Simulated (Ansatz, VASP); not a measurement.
# Ba2Mg4Zn3Si19O47: VASP beside Ansatz

One calculation is typed for both programs; each brings its own data sets. How far apart do they land? The structure shown is frame 67 of Ansatz's trajectory.

Calculated with Ansatz 0.2.0; plane waves, with VASP 6.6.1 beside it; single point at PBE.

**1. Set-up**

The cell holds 75 atoms: 19 Si, 4 Mg, 3 Zn, 2 Ba and 47 O. Its edges and angles: a = 10.485 Å, b = 10.485 Å, c = 10.485 Å, α = 90.0°, β = 90.0°, γ = 90.0°. As first built, before any earlier steps moved the atoms (in the runner's words): 75 atoms (19 Si, 4 Mg, 3 Zn, 2 Ba, 47 O) placed at random at 2.67 g/cm^3, melted at 4000 K for 10 ps at fixed volume with the Morse and Coulomb pair potential with partial charges (Pedone, Malavasi, Menziani, Cormack and Segre, J. Phys. Chem. B 110, 11780 (2006)). Quenched from 4000 K to 300 K at 25 K/ps and fixed volume, held 5 ps, then minimised at fixed cell.

**2. Ansatz: dynamics, PBE**

Ansatz runs on its default PAW (the set named soft_2) files.

One frame of this run of dynamics is then solved in both programs, so the motion causes no difference.

The input, input.yaml:

```yaml
crystal:
  lattice:
    - [10.4854, 0.0, 0.0]
    - [0.0, 10.4854, 0.0]
    - [0.0, 0.0, 10.4854]
  atoms:
    - { symbol: Si, position: [0.49476, 0.66454, 0.59633] }
    - { symbol: Si, position: [0.52565, 0.21813, 0.51059] }
    - { symbol: Si, position: [0.33695, 0.2968, 0.28502] }
    - { symbol: Si, position: [0.6569, 0.90951, 0.16941] }
    - { symbol: Si, position: [0.20643, 0.99989, 0.54] }
    - { symbol: Si, position: [0.53406, 0.95694, 0.68672] }
    - { symbol: Si, position: [0.06003, 0.918, 0.88349] }
    - { symbol: Si, position: [0.07418, 0.90719, 0.16695] }
    - { symbol: Si, position: [0.29759, 0.07778, 0.80623] }
    - { symbol: Si, position: [0.4728, 0.57162, 0.88812] }
    - { symbol: Si, position: [0.1925, 0.64556, 0.87322] }
    - { symbol: Si, position: [0.06589, 0.15669, 0.34129] }
    - { symbol: Si, position: [0.86221, 0.30134, 0.84873] }
    - { symbol: Si, position: [0.31014, 0.59343, 0.36355] }
    - { symbol: Si, position: [0.97518, 0.5139, 0.03428] }
    - { symbol: Si, position: [0.42154, 0.28634, 0.98561] }
    - { symbol: Si, position: [0.01451, 0.63524, 0.3051] }
    - { symbol: Si, position: [0.69749, 0.1921, 0.05846] }
    - { symbol: Si, position: [0.71563, 0.6592, 0.05491] }
    - { symbol: Mg, position: [0.78252, 0.32612, 0.33412] }
    - { symbol: Mg, position: [0.36687, 0.89414, 0.27961] }
    - { symbol: Mg, position: [0.78422, 0.95627, 0.90495] }
    - { symbol: Mg, position: [0.71854, 0.67896, 0.37488] }
    - { symbol: Zn, position: [0.6454, 0.41933, 0.62538] }
    - { symbol: Zn, position: [0.36743, 0.77423, 0.08807] }
    - { symbol: Zn, position: [0.17271, 0.68807, 0.57655] }
    - { symbol: Ba, position: [0.84669, 0.07072, 0.59031] }
    - { symbol: Ba, position: [0.19156, 0.34655, 0.64879] }
    - { symbol: O, position: [0.41716, 0.98379, 0.78713] }
    - { symbol: O, position: [0.74895, 0.37451, 0.77583] }
    - { symbol: O, position: [0.19566, 0.59109, 0.73287] }
    - { symbol: O, position: [0.15282, 0.61496, 0.38859] }
    - { symbol: O, position: [0.36634, 0.29094, 0.1332] }
    - { symbol: O, position: [0.94146, 0.93829, 0.7993] }
    - { symbol: O, position: [0.02929, 0.77741, 0.24096] }
    - { symbol: O, position: [0.13061, 0.78184, 0.8736] }
    - { symbol: O, position: [0.7002, 0.8696, 0.30629] }
    - { symbol: O, position: [0.55781, 0.21995, 0.99867] }
    - { symbol: O, position: [0.66839, 0.2746, 0.48422] }
    - { symbol: O, position: [0.69688, 0.05003, 0.12067] }
    - { symbol: O, position: [0.50873, 0.81737, 0.61956] }
    - { symbol: O, position: [0.22458, 0.88805, 0.14179] }
    - { symbol: O, position: [0.72894, 0.29445, 0.15997] }
    - { symbol: O, position: [0.68687, 0.61912, 0.19542] }
    - { symbol: O, position: [0.17388, 0.01952, 0.86833] }
    - { symbol: O, position: [0.48484, 0.59938, 0.73797] }
    - { symbol: O, position: [0.59551, 0.62102, 0.96285] }
    - { symbol: O, position: [0.47049, 0.32115, 0.60784] }
    - { symbol: O, position: [0.79524, 0.18407, 0.93498] }
    - { symbol: O, position: [0.53872, 0.07776, 0.58162] }
    - { symbol: O, position: [0.05233, 0.03682, 0.24576] }
    - { symbol: O, position: [0.93291, 0.38698, 0.96122] }
    - { symbol: O, position: [0.66129, 0.95804, 0.76273] }
    - { symbol: O, position: [0.72142, 0.81784, 0.05446] }
    - { symbol: O, position: [0.33138, 0.44642, 0.33293] }
    - { symbol: O, position: [0.34191, 0.6575, 0.93318] }
    - { symbol: O, position: [0.25958, 0.09493, 0.6541] }
    - { symbol: O, position: [0.90033, 0.62508, 0.39596] }
    - { symbol: O, position: [0.94725, 0.24266, 0.3577] }
    - { symbol: O, position: [0.10666, 0.55995, 0.96507] }
    - { symbol: O, position: [0.36679, 0.63696, 0.50526] }
    - { symbol: O, position: [0.85365, 0.60873, 0.01154] }
    - { symbol: O, position: [0.30344, 0.972, 0.42975] }
    - { symbol: O, position: [0.16305, 0.86797, 0.59493] }
    - { symbol: O, position: [0.00566, 0.92088, 0.03122] }
    - { symbol: O, position: [0.5061, 0.88952, 0.15212] }
    - { symbol: O, position: [0.00765, 0.533, 0.1865] }
    - { symbol: O, position: [0.19757, 0.2358, 0.31407] }
    - { symbol: O, position: [0.0911, 0.08416, 0.4794] }
    - { symbol: O, position: [0.4416, 0.22772, 0.37845] }
    - { symbol: O, position: [0.61134, 0.59846, 0.5269] }
    - { symbol: O, position: [0.4356, 0.42983, 0.9292] }
    - { symbol: O, position: [0.355, 0.68798, 0.25928] }
    - { symbol: O, position: [0.33688, 0.20401, 0.88427] }
    - { symbol: O, position: [0.96292, 0.25589, 0.74866] }
kpoints:
  mp_grid: { grid: [1, 1, 1] }
hamiltonian:
  xc: pbe
scf:
  occupations: { method: fixed }
output:
  forces: true
  stress: true
md:
  timestep: 1.0
  n_steps: 200
  ensemble: nve
  temperature: 400
  initial_velocities: maxwell_boltzmann
  seed: 1541
```

Launch:

```bash
ansatz run input.yaml --threads 4 --pin off --max-ram 8192MiB --backend cpu --events-out ev --progress --plain --runs-dir out
```

Numbers of over 12 decimals in the logs are rounded to 6 here.

Output:

```text
Warning: md: disabling space-group detection — thermal motion breaks the input geometry's symmetry, so no spatial operation reduces the k-mesh or symmetrises the density; time reversal is kept, so that k and −k are solved as one point where they differ and the mesh holds both, and exact exchange and, on two spinor components, a DFT+U term hold to it where the run has them: on two components no moment then forms, and  [...]
Warning: output.stress: scf.convergence.dr2_threshold = 7.5e-8 eV (the default of an md: trajectory) is looser than the 7.5e-9 eV advised for a printed stress (1e-10 eV for each atom of the cell: 75). What an SCF threshold leaves in a stress goes as its square root, and in the free energy as the threshold itself, and one threshold admits the most on a small cell: [figures from the program's tests cut] Set scf.converg [...]
Engine: ansatz 0.2.0, aarch64-unknown-linux-gnu
Pseudopotentials: kind: paw
Pseudopotential: Si, paw, valence charge 4, recommended cutoff 420 eV (normal), Si.paw.azcp
Pseudopotential: Mg, paw, valence charge 10, recommended cutoff 420 eV (normal), Mg.paw.azcp
Pseudopotential: Zn, paw, valence charge 12, recommended cutoff 420 eV (normal), Zn.paw.azcp
Pseudopotential: Ba, paw, valence charge 10, recommended cutoff 420 eV (normal), Ba.paw.azcp
Pseudopotential: O, paw, valence charge 6, recommended cutoff 420 eV (normal), O.paw.azcp
Functional definition: PBE
  parameter kappa = 0.804
  parameter beta = 0.066725
  exchange = pbe_x(kappa = kappa, mu = beta*pi^2/3)
  correlation = pbe_c(beta = beta)
Crystal: 75 atoms, lattice volume = 1152.803 Å³
Basis set: ecut = 420 eV, 22575 PW (Γ), exchange–correlation on 144×144×144 points (8 copies of the dense FFT grid, shifted against one another)
Bands: 302, of which v1, the nominal top of the filled ones, is band 227 counted from 1 (226 counted from 0)
Symmetry: 1 space group operations
k-points: 1
Non-local potential: Si, projectors of the file, l = 0: 2, l = 1: 2, l = 2: 2
Non-local potential: Mg, projectors of the file, l = 0: 3, l = 1: 2, l = 2: 1
Non-local potential: Zn, projectors of the file, l = 0: 2, l = 1: 2, l = 2: 3, l = 3: 1
Non-local potential: Ba, projectors of the file, l = 0: 3, l = 1: 2, l = 2: 2, l = 3: 2
Non-local potential: O, projectors of the file, l = 0: 2, l = 1: 2, l = 2: 1
PAW form: soft (Blöchl's): semilocal exchange-correlation on the pseudo side does not see the compensation charge
PAW one-centre angular grid: Si, 110 points (default); XC on 64 Gauss nodes
PAW one-centre angular grid: Mg, 110 points (default); XC on 64 Gauss nodes
PAW one-centre angular grid: Zn, 590 points (default); XC on 64 Gauss nodes
PAW one-centre angular grid: Ba, 194 points (default); XC on 64 Gauss nodes
PAW one-centre angular grid: O, 110 points (default); XC on 64 Gauss nodes
Initial density: superposition of atomic densities (neutral atoms: chi_scale 0, normalization atom), corrected by the library's trained network
Initial wavefunctions: pseudopotential atomic-orbital guess
Functional: x = pbe(κ = 0.804, μ = 0.219515), c = pbe(β = 0.066725)
SCF iter   1: F=—  HF=-68376.117716 eV  |F-HF|=—  |Δ(HF+E_count)|=         —  Δρ=2.26e-3  dr2=1.15e-1  ethr=1.77e-3  ⟨swp⟩=5.0  Hψ=1048  notcnv=0  defer=72
preconditioner: auto → Resta (q_TF=auto, 2.336 Å⁻¹)  ε∞=3.2  [insulator: Δε(μ)=2.876 eV  Ē_g=15.122 eV  n_scr=250 (ndim 8)  ℏωp=22.4 eV  f_vac=0.203  ε∞_Penn≈3.2]
SCF iter   2: F=—  HF=-68376.100956 eV  |F-HF|=—  |Δ(HF+E_count)|=   1.68e-2  Δρ=1.17e-3  dr2=2.92e-2  ethr=2.53e-5  ⟨swp⟩=3.0  Hψ=536  notcnv=0  defer=73
SCF iter   3: F=—  HF=-68376.098607 eV  |F-HF|=—  |Δ(HF+E_count)|=   2.35e-3  Δρ=6.21e-4  dr2=8.09e-3  ethr=6.43e-6  ⟨swp⟩=3.0  Hψ=404  notcnv=0  defer=66
automatic band count: iteration 3 solves 295 bands in place of 302: the levels show a gap, and the empty bands left out lie too high to hold charge; the band table lists the bands solved (type scf.n_extra_bands for more)
[...]
automatic band count: iteration 1 solves 295 bands in place of 302: the levels show a gap, and the empty bands left out lie too high to hold charge; the band table lists the bands solved (type scf.n_extra_bands for more)
md step   195: t =   195.00 fs  T =   374.5 K  F+E_penalty+E_count = -68375.85535764 eV  E_kin = 3.582393 eV  conserved = -68372.27296483 eV  P_inst = -0.2591 GPa  (3 SCF iters)
[...]
md step   196: t =   196.00 fs  T =   383.3 K  F+E_penalty+E_count = -68375.94000558 eV  E_kin = 3.666276 eV  conserved = -68372.27372999 eV  P_inst = -0.2371 GPa  (4 SCF iters)
[...]
md step   197: t =   197.00 fs  T =   390.8 K  F+E_penalty+E_count = -68376.01227094 eV  E_kin = 3.737904 eV  conserved = -68372.27436670 eV  P_inst = -0.2217 GPa  (3 SCF iters)
[...]
md step   198: t =   198.00 fs  T =   396.0 K  F+E_penalty+E_count = -68376.06213501 eV  E_kin = 3.787368 eV  conserved = -68372.27476742 eV  P_inst = -0.2092 GPa  (4 SCF iters)
[...]
md step   199: t =   199.00 fs  T =   398.2 K  F+E_penalty+E_count = -68376.08335326 eV  E_kin = 3.808488 eV  conserved = -68372.27486520 eV  P_inst = -0.1967 GPa  (3 SCF iters)
[...]
md step   200: t =   200.00 fs  T =   397.3 K  F+E_penalty+E_count = -68376.07451603 eV  E_kin = 3.799877 eV  conserved = -68372.27463908 eV  P_inst = -0.1831 GPa  (8 SCF iters)
SCF converged after 8 iterations
Free energy (F): -68376.074516 eV
Harris-Foulkes:  -68376.074516 eV  (|F-HF|=1.57e-8)
Internal energy: -68376.074516 eV  (E = F + TS)
E sigma→0 (E₀):  -68376.074516 eV
Fermi energy:    2.812001 eV
--- Per-component energies (eV) ---
  E_band       = -3349.659877
  E_kinetic    = 10230.239139
  E_local      = -42073.984049  (includes V_loc(G=0)·N_el)
  E_nonlocal   = 5062.287139
  E_hartree    = 16259.208257
  E_xc         = -5404.539390
  E_vxc        = -5922.692952  (∫ρ·V_xc dr)
  E_paw        = -34326.787791  (= ΣΔE_a)
  E_vpaw       = -3164.044832  (= ΣTr[D̂ρ^β])
  E_aug_tail   = 0.118060  (compensation charges beyond the density's cutoff)
  E_ewald      = -18122.615883
  E_smearing   = -0.000000  (= −TS)
  E_closure    = -0.000000  (closes the sum)
  Σ components = -68376.074516   (vs F -68376.074516, Δ=0.00e0)
--- Forces (eV/Å), atoms counted from 1 ---
  atom   1  Si     0.08384586     0.21948106    -0.60332070
  atom   2  Si     0.39371750     1.13551242     3.44155238
  atom   3  Si    -1.69366089     0.47888474    -0.51112005
  atom   4  Si     0.30619606     0.43525954     0.40580038
  atom   5  Si     1.24374898    -0.65821383    -0.53201984
  atom   6  Si    -0.81764493    -0.84778780    -1.93977961
  atom   7  Si    -0.03834915     0.87130665     2.79606208
  atom   8  Si     1.33427527    -0.33173174    -1.60180271
  atom   9  Si    -0.33750622     2.24391958    -0.58634586
  atom  10  Si    -0.47454683     0.49283751    -0.78919754
  atom  11  Si     0.38467059    -2.45743386     0.33803348
  atom  12  Si    -2.04939772     1.14746251    -0.77045426
  atom  13  Si     0.38732584    -1.12529424    -1.25529678
  atom  14  Si     0.54590206     1.69395086    -0.91969188
  atom  15  Si    -1.48221431     1.78386003    -0.39837334
  atom  16  Si     0.54887076    -0.95433060     0.95345602
  atom  17  Si    -0.02604221     1.28627256     0.05792938
  atom  18  Si     0.91425314    -0.11417839     1.68311639
  atom  19  Si     1.40529329    -0.94117130    -1.65347900
  atom  20  Mg    -0.52320478    -0.23110490    -0.29217982
  atom  21  Mg    -0.15887842    -0.48160057     0.38019233
  atom  22  Mg    -0.32575903    -0.44512013    -0.22067866
  atom  23  Mg    -1.01665325     0.59922095    -0.86509124
  atom  24  Zn    -0.41900641    -0.40534889    -0.57806646
[...]
atom  68  O      0.04542187     0.11011044    -0.07032632
  atom  69  O     -0.54668657     0.24818205     1.05527288
  atom  70  O     -0.16508203    -0.85741329    -1.52629288
  atom  71  O     -0.16966196    -0.34908142     0.16477880
  atom  72  O     -0.47727818     0.60987754    -0.29674184
  atom  73  O     -0.16914164     0.29121150    -0.32617076
  atom  74  O     -0.64199080    -1.45194605    -0.82511798
  atom  75  O     -0.26676372     0.15733845     0.44629145
  max |Σ_I F_I| component: 1.53e-4 eV/Å
--- Stress (GPa, compression-positive) ---
        0.241484      -0.730541      -0.018127
       -0.730541      -0.412493      -0.029086
       -0.018124      -0.029087      -1.448636
  P = ⅓ Tr σ = -0.5399 GPa (-5.399 kbar)
--- MD trajectory: 200 steps, t = 0.0 → 200.0 fs ---
  final state: T = 397.3 K   F+E_penalty+E_count = -68376.07451603 eV   E_kin = 3.799877 eV
  conserved energy: peak-to-peak 4.021e-3 eV (5.361e-5 eV/atom) over 200.0 fs
```

(Continued in part 2 of 2.)

[Lines on the potential files, build, host, timing and source positions are cut from VASP's logs without a mark.]

[Logs are printed without paths, hosts, clocks, repeated set-up lines and the standing remarks that a program may print on its own settings, such as how far it seeks lower states.]

[Hosts, paths, dates, database ids (printed as entryN), source tags and the programs' standing remarks are cut or masked in the printed files.]
